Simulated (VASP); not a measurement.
CsPbCl3 (cubic perovskite), at 1.04 of the tabulated volume:

```yaml
crystal:
  lattice:
    - [5.68382, 0.00000, 0.00000]
    - [0.00000, 5.68382, 0.00000]
    - [0.00000, 0.00000, 5.68382]
  atoms:
    - { symbol: Cs, position: [0.00000, 0.00000, 0.00000] }
    - { symbol: Pb, position: [0.50000, 0.50000, 0.50000] }
    - { symbol: Cl, position: [0.50000, 0.00000, 0.50000] }
    - { symbol: Cl, position: [0.00000, 0.50000, 0.50000] }
    - { symbol: Cl, position: [0.50000, 0.50000, 0.00000] }
```

The lowest empty band near R, direction [100], from PBE with spin-orbit coupling in VASP (PAW); its two spin partners are averaged. The gap over the points computed is 1.04 eV, and the next band on that side lies 1.50 eV away at the edge.

Settings: 400 eV cut-off, 5×5×5 Γ-centred mesh, Gaussian smearing of 0.050 eV, potentials Cs_sv Pb_d Cl.

```tsv
distance from the edge in k (1/Å)	distance in energy (meV)
0.018	6.5
0.025	12.4
0.035	23.8
0.050	46.8
0.070	85.8
```

Question: Fit E(1 + αE) = ħ²k²/2m* (ħ²/2m0 = 3.810 eV Å²) and predict the row at 0.095 1/Å.

Answer: Least squares on the energies gives the electron mass m* = 0.187 m0 and α = 1.88 per eV, and so 144.4 meV. The run gave 143.2 meV, -1.2 meV from the fit.

Left out are points under 3 meV from the edge, since the levels carry 0.1 meV, and points farther than half the way to the next band.

The compound is CsPbCl3 in the cubic perovskite structure, the ideal cubic form; the compound distorts at low or room temperature. The cell was not relaxed at this level.
